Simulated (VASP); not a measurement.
Input:

```yaml
crystal:
  lattice:
    - [0.00000, 3.33914, 3.33914]
    - [3.33914, 0.00000, 3.33914]
    - [3.33914, 3.33914, 0.00000]
  atoms:
    - { symbol: Na, position: [0.25000, 0.25000, 0.25000] }
    - { symbol: Na, position: [0.75000, 0.75000, 0.75000] }
    - { symbol: S, position: [0.00000, 0.00000, 0.00000] }
```

All values below come from RPBE GGA, VASP's PBE PAW potentials (set 64) (plane waves; VASP 6.6.1). Settings: 520 eV cut-off, Gaussian smearing of 0.050 eV, potentials Na_pv S.

### Question
Predict the band gap (along the path) with the smallest direct gap where there is one.

### Answer

```
Item                                    Value
------------------------------------  -------
band gap (along the path)             2.51 eV
smallest direct gap (along the path)  2.51 eV
```

Total energies compare only between runs with the same potentials, cut-off and functional.

The compound is Na2S in the antifluorite structure. It was relaxed first, which changed the volume by +6 %.
